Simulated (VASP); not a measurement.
The system is WAu.

```xyz
2
Lattice="0.0000 2.9092 2.9092 2.9092 0.0000 2.9092 2.9092 2.9092 0.0000" Properties=species:S:1:pos:R:3 pbc="T T T"
W     0.0000    0.0000    0.0000
Au    4.3638    4.3638    4.3638
```

The cell was built by a generator and needn't be a form met in nature.

Base run:

* Program: VASP 6.6.1
* Functional: r2SCAN
* Potentials or basis: VASP PAW PBE potentials, release 64 (W_sv, Au)
* Cutoff: 520 eV
* k mesh: 8 × 8 × 8
* Occupations: tetrahedron
* Spin: no spin polarisation

Its results: band gap on the k mesh none (metal or under the smearing width); pressure -3.0 GPa.

The run is repeated on the same cell with these changes: hubbard terms from none to Au d U = 8 eV, W d U = 8 eV. What comes out?

Band gap on the k mesh none (metal or under the smearing width); pressure 0.9 GPa.

Caveats: the PAW data sets were made with another functional, which shifts forces and pressure a little; tetrahedron occupations give inexact forces and stress in metals; U without spin polarisation on a metal has little footing (some runs); the U is typed as a test and isn't derived for this compound (some runs).
